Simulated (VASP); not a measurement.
Calculation: LDA (Ceperley-Alder, Perdew-Zunger), VASP's LDA PAW potentials (set 64) (plane waves; VASP 6.6.1).

Input for VASP

File POSCAR:
```
Nb3Sn
1.0
  5.4193370000   0.0000000000   0.0000000000
  0.0000000000   5.4193370000   0.0000000000
  0.0000000000   0.0000000000   5.4193370000
Nb Sn
6 2
Direct
  0.2500000000   0.0000000000   0.5000000000
  0.7500000000   0.0000000000   0.5000000000
  0.5000000000   0.7500000000   0.0000000000
  0.5000000000   0.2500000000   0.0000000000
  0.0000000000   0.5000000000   0.7500000000
  0.0000000000   0.5000000000   0.2500000000
  0.0000000000   0.0000000000   0.0000000000
  0.5000000000   0.5000000000   0.5000000000
```

INCAR:
```
# general
SYSTEM =Nb3Sn
PREC   =Accurate
ENCUT  =210   # plane-wave cut-off (eV)
LREAL  =.FALSE.
LASPH  =.TRUE.

# electronic loop
EDIFF  =1E-6   # SCF stop (eV)
NELM   =100
ALGO   =Normal   # blocked Davidson
LMAXMIX=4

# smearing
ISMEAR =0
SIGMA  =0.5

# ions
IBRION =2   # conjugate gradients
NSW    =50
ISIF   =3   # ions, shape and volume
EDIFFG =-0.01

# output
LWAVE  =.FALSE.
LCHARG =.FALSE.
```

**KPOINTS**
```
Regular mesh
0
G
  4 4 4
0.5 0.5 0.5
```

POTCAR, in this order: Nb_sv Sn_d (LDA.64 set). Program: vasp_std.

The run wrote:

OSZICAR:
```
...
DAV:   7     0.257988178613E+03   -0.21348E+01   -0.78341E+00   992   0.286E+01    0.280E+01
DAV:   8     0.256778448577E+03   -0.12097E+01   -0.19763E+00   960   0.114E+01    0.296E+01
DAV:   9     0.256158937061E+03   -0.61951E+00   -0.16267E+00   984   0.700E+00    0.180E+00
DAV:  10     0.256139796007E+03   -0.19141E-01   -0.40349E-01   912   0.465E+00    0.206E+00
DAV:  11     0.256135665428E+03   -0.41306E-02   -0.51607E-02   912   0.136E+00    0.153E+00
DAV:  12     0.256130208667E+03   -0.54568E-02   -0.30288E-02   648   0.135E+00    0.144E+00
DAV:  13     0.256134769389E+03    0.45607E-02   -0.69138E-03   680   0.799E-01    0.848E-01
DAV:  14     0.256134693307E+03   -0.76082E-04   -0.16729E-03   904   0.750E-01    0.397E-01
DAV:  15     0.256134518410E+03   -0.17490E-03   -0.76484E-04   952   0.269E-01    0.212E-01
DAV:  16     0.256134449949E+03   -0.68462E-04   -0.14639E-04   928   0.135E-01    0.123E-01
DAV:  17     0.256134379700E+03   -0.70249E-04   -0.14219E-04   768   0.105E-01    0.407E-02
DAV:  18     0.256134373713E+03   -0.59872E-05   -0.14574E-05   808   0.271E-02    0.221E-02
DAV:  19     0.256134371621E+03   -0.20912E-05   -0.33668E-06   456   0.176E-02    0.178E-02
DAV:  20     0.256134370731E+03   -0.88998E-06   -0.18532E-06   376   0.242E-02
   2 F= 0.25613437E+03 E0= 0.25626511E+03  d E =0.332693E+03
       N       E                     dE             d eps       ncg     rms          rms(c)
DAV:   1    -0.874481816126E+03   -0.11306E+04   -0.36715E+04   534   0.123E+03    0.301E+02
DAV:   2    -0.463628833004E+03    0.41085E+03   -0.51076E+03   744   0.344E+02    0.320E+02
DAV:   3    -0.191341146211E+03    0.27229E+03   -0.75593E+02   732   0.155E+02    0.291E+02
DAV:   4    -0.211419107352E+02    0.17020E+03   -0.13729E+03   688   0.122E+02    0.114E+02
DAV:   5    -0.474898200466E+02   -0.26348E+02   -0.13154E+02   720   0.373E+01    0.100E+02
DAV:   6    -0.110258006039E+03   -0.62768E+02   -0.40787E+01   720   0.423E+01    0.915E+01
DAV:   7    -0.840820251184E+02    0.26176E+02   -0.42660E+01   768   0.275E+01    0.430E+01
DAV:   8    -0.831776728329E+02    0.90435E+00   -0.64697E+00   760   0.120E+01    0.202E+01
DAV:   9    -0.819401557330E+02    0.12375E+01   -0.17301E+00   776   0.548E+00    0.101E+01
DAV:  10    -0.815521908200E+02    0.38796E+00   -0.62804E-01   800   0.278E+00    0.212E+00
DAV:  11    -0.815524926632E+02   -0.30184E-03   -0.20621E-01   824   0.162E+00    0.260E+00
DAV:  12    -0.815295788250E+02    0.22914E-01   -0.41140E-02   728   0.104E+00    0.728E-01
DAV:  13    -0.815277056045E+02    0.18732E-02   -0.88552E-03   888   0.370E-01    0.660E-01
DAV:  14    -0.815286307950E+02   -0.92519E-03   -0.96790E-04   736   0.142E-01    0.344E-01
DAV:  15    -0.815286641221E+02   -0.33327E-04   -0.23871E-04   664   0.866E-02    0.134E-01
DAV:  16    -0.815286209159E+02    0.43206E-04   -0.80185E-05   760   0.399E-02    0.471E-02
DAV:  17    -0.815286203560E+02    0.55992E-06   -0.11040E-05   648   0.156E-02    0.292E-02
DAV:  18    -0.815286186996E+02    0.16564E-05   -0.22330E-06   416   0.819E-03    0.146E-02
DAV:  19    -0.815286187191E+02   -0.19507E-07   -0.67441E-07   344   0.536E-03
   3 F= -.81528619E+02 E0= -.81044299E+02  d E =-.497039E+01
       N       E                     dE             d eps       ncg     rms          rms(c)
DAV:   1    -0.822176033414E+02   -0.68898E+00   -0.14931E+01   504   0.298E+01    0.404E+00
DAV:   2    -0.819199182864E+02    0.29769E+00   -0.13023E+00   573   0.827E+00    0.202E+00
DAV:   3    -0.818181483874E+02    0.10177E+00   -0.69080E-01   736   0.483E+00    0.191E+00
DAV:   4    -0.818167346815E+02    0.14137E-02   -0.70617E-02   665   0.125E+00    0.102E+00
DAV:   5    -0.818203124752E+02   -0.35778E-02   -0.14709E-02   864   0.473E-01    0.576E-01
DAV:   6    -0.818215230368E+02   -0.12106E-02   -0.31888E-03   761   0.197E-01    0.156E-01
DAV:   7    -0.818216962305E+02   -0.17319E-03   -0.65313E-04   960   0.799E-02    0.454E-02
DAV:   8    -0.818216938368E+02    0.23937E-05   -0.52673E-05   664   0.289E-02    0.194E-02
DAV:   9    -0.818216935228E+02    0.31400E-06   -0.68459E-06   624   0.118E-02
   4 F= -.81821694E+02 E0= -.81342830E+02  d E =-.526347E+01
       N       E                     dE             d eps       ncg     rms          rms(c)
DAV:   1    -0.828305687693E+02   -0.10089E+01   -0.31768E+01   504   0.439E+01    0.611E+00
DAV:   2    -0.821990991015E+02    0.63147E+00   -0.28149E+00   573   0.124E+01    0.304E+00
DAV:   3    -0.819779180693E+02    0.22118E+00   -0.14886E+00   730   0.723E+00    0.283E+00
DAV:   4    -0.819753270967E+02    0.25910E-02   -0.15215E-01   650   0.188E+00    0.147E+00
DAV:   5    -0.819830997866E+02   -0.77727E-02   -0.31912E-02   873   0.707E-01    0.835E-01
DAV:   6    -0.819857916958E+02   -0.26919E-02   -0.65817E-03   784   0.281E-01    0.242E-01
DAV:   7    -0.819862349900E+02   -0.44329E-03   -0.14590E-03   953   0.120E-01    0.729E-02
DAV:   8    -0.819862310578E+02    0.39322E-05   -0.13041E-04   656   0.466E-02    0.272E-02
DAV:   9    -0.819862304873E+02    0.57045E-06   -0.18556E-05   744   0.185E-02    0.876E-03
DAV:  10    -0.819862304940E+02   -0.66357E-08   -0.51473E-07   376   0.425E-03
   5 F= -.81986230E+02 E0= -.81515216E+02  d E =-.542800E+01
       N       E                     dE             d eps       ncg     rms          rms(c)
DAV:   1    -0.819968005400E+02   -0.10570E-01   -0.44137E-01   532   0.527E+00    0.712E-01
DAV:   2    -0.819884170278E+02    0.83835E-02   -0.40143E-02   602   0.147E+00    0.368E-01
DAV:   3    -0.819852260499E+02    0.31910E-02   -0.21574E-02   729   0.876E-01    0.331E-01
DAV:   4    -0.819851690514E+02    0.56999E-04   -0.23341E-03   657   0.237E-01    0.163E-01
DAV:   5    -0.819852759167E+02   -0.10687E-03   -0.43606E-04   864   0.843E-02    0.989E-02
DAV:   6    -0.819853127685E+02   -0.36852E-04   -0.89887E-05   776   0.340E-02    0.324E-02
DAV:   7    -0.819853199966E+02   -0.72281E-05   -0.20944E-05   712   0.131E-02    0.800E-03
DAV:   8    -0.819853199358E+02    0.60765E-07   -0.15095E-06   384   0.653E-03
   6 F= -.81985320E+02 E0= -.81515213E+02  d E =-.542709E+01
       N       E                     dE             d eps       ncg     rms          rms(c)
DAV:   1    -0.820865414537E+02   -0.10122E+00   -0.43824E+00   518   0.166E+01    0.220E+00
DAV:   2    -0.820046960780E+02    0.81845E-01   -0.39992E-01   603   0.457E+00    0.116E+00
DAV:   3    -0.819729165617E+02    0.31780E-01   -0.21676E-01   729   0.276E+00    0.103E+00
DAV:   4    -0.819722080631E+02    0.70850E-03   -0.23478E-02   650   0.747E-01    0.502E-01
DAV:   5    -0.819732517055E+02   -0.10436E-02   -0.42751E-03   864   0.266E-01    0.309E-01
DAV:   6    -0.819736007663E+02   -0.34906E-03   -0.87492E-04   776   0.108E-01    0.105E-01
DAV:   7    -0.819736737531E+02   -0.72987E-04   -0.21330E-04   984   0.398E-02    0.244E-02
DAV:   8    -0.819736732171E+02    0.53607E-06   -0.14142E-05   568   0.154E-02    0.926E-03
DAV:   9    -0.819736730482E+02    0.16888E-06   -0.20016E-06   432   0.677E-03
   7 F= -.81973673E+02 E0= -.81500678E+02  d E =0.116469E-01
       N       E                     dE             d eps       ncg     rms          rms(c)
DAV:   1    -0.820547789531E+02   -0.81106E-01   -0.26179E+00   504   0.128E+01    0.174E+00
DAV:   2    -0.820045741456E+02    0.50205E-01   -0.23657E-01   588   0.357E+00    0.891E-01
DAV:   3    -0.819858901596E+02    0.18684E-01   -0.12759E-01   737   0.212E+00    0.806E-01
DAV:   4    -0.819855171114E+02    0.37305E-03   -0.13090E-02   642   0.555E-01    0.403E-01
DAV:   5    -0.819861547782E+02   -0.63767E-03   -0.25933E-03   864   0.207E-01    0.236E-01
DAV:   6    -0.819863670336E+02   -0.21226E-03   -0.53423E-04   768   0.820E-02    0.750E-02
DAV:   7    -0.819864071773E+02   -0.40144E-04   -0.12001E-04   920   0.324E-02    0.215E-02
DAV:   8    -0.819864067228E+02    0.45450E-06   -0.99483E-06   568   0.136E-02
   8 F= -.81986407E+02 E0= -.81515641E+02  d E =-.108679E-02
```

OUTCAR:
```
------------------------ aborting loop because EDIFF is reached ----------------------------------------
  FORCE on cell =-STRESS in cart. coord.  units (eV):
  Direction    XX          YY          ZZ          XY          YZ          ZX
  --------------------------------------------------------------------------------------
  Total       -0.0045795     -0.0045795     -0.0045795      0.0000000      0.0000000     -0.0000000
  in kB       -0.0554748     -0.0554748     -0.0554748      0.0000000      0.0000000     -0.0000000
  external PRESSURE =      -0.0554748 kB  Pullay stress =       0.0000000 kB
  volume of cell :      132.26
      direct lattice vectors                 reciprocal lattice vectors
     5.095000490  0.000000000 -0.000000000     0.196270835  0.000000000  0.000000000
    -0.000000000  5.095000490 -0.000000000    -0.000000000  0.196270835  0.000000000
    -0.000000000 -0.000000000  5.095000490     0.000000000  0.000000000  0.196270835
 POSITION                                       TOTAL-FORCE (eV/Angst)
 -----------------------------------------------------------------------------------
      1.27375     -0.00000      2.54750        -0.000000      0.000000     -0.000000
      3.82125      5.09500      2.54750         0.000000      0.000000      0.000000
      2.54750      3.82125      5.09500         0.000000      0.000000     -0.000000
      2.54750      1.27375     -0.00000         0.000000     -0.000000      0.000000
     -0.00000      2.54750      3.82125        -0.000000     -0.000000      0.000000
     -0.00000      2.54750      1.27375         0.000000      0.000000     -0.000000
      0.00000      0.00000      0.00000        -0.000000     -0.000000      0.000000
      2.54750      2.54750      2.54750        -0.000000     -0.000000      0.000000
 -----------------------------------------------------------------------------------
    total drift:                                0.000000      0.000000      0.000000
  FREE ENERGIE OF THE ION-ELECTRON SYSTEM (eV)
  ---------------------------------------------------
  free  energy   TOTEN  =       -81.9864067228 eV

  energy  without entropy=      -81.0448743389  energy(sigma->0) =      -81.51564053

 reached required accuracy - stopping structural energy minimisation
```
(Selected blocks of OUTCAR.)

### CONTCAR
```
Nb3Sn
   1.00000000000000
     5.0950004901281583    0.0000000000000000   -0.0000000000000000
    -0.0000000000000000    5.0950004901281583   -0.0000000000000000
    -0.0000000000000000   -0.0000000000000000    5.0950004901281583
  Nb              Sn
     6     2
Direct
     0.2500000000000000    0.0000000000000000    0.5000000000000000
     0.7500000000000000    1.0000000000000000    0.5000000000000000
     0.5000000000000000    0.7500000000000000    1.0000000000000000
     0.5000000000000000    0.2500000000000000    0.0000000000000000
     0.0000000000000000    0.5000000000000000    0.7500000000000000
     0.0000000000000000    0.5000000000000000    0.2500000000000000
     0.0000000000000000    0.0000000000000000    0.0000000000000000
     0.5000000000000000    0.5000000000000000    0.5000000000000000
```

At this cut-off the stress carries a Pulay error, which pulls relaxed volumes low.  Energy and stress use the plane-wave basis of the starting cell.

The structure comes from a computed database's Nb3Sn entry; how it stands against other phases isn't given here. This run relaxes it. Symmetry was kept, so distortions that lower it aren't found. The k-mesh is coarse (spacing up to 0.31 per Å, 2π included), so the numbers may not be converged in it. The run is one of a series of settings (EDIFFG = -0.01, ENCUT = 210, GGA removed, IBRION = 2, ISIF = 3, ISMEAR = 0, NSW = 50, SIGMA = 0.5, KPOINTS 4×4×4 Γ-centred mesh shifted by (0.5, 0.5, 0.5), POTCAR Nb_sv Sn_d (LDA.64 set) against the base run), some of them coarse on purpose.
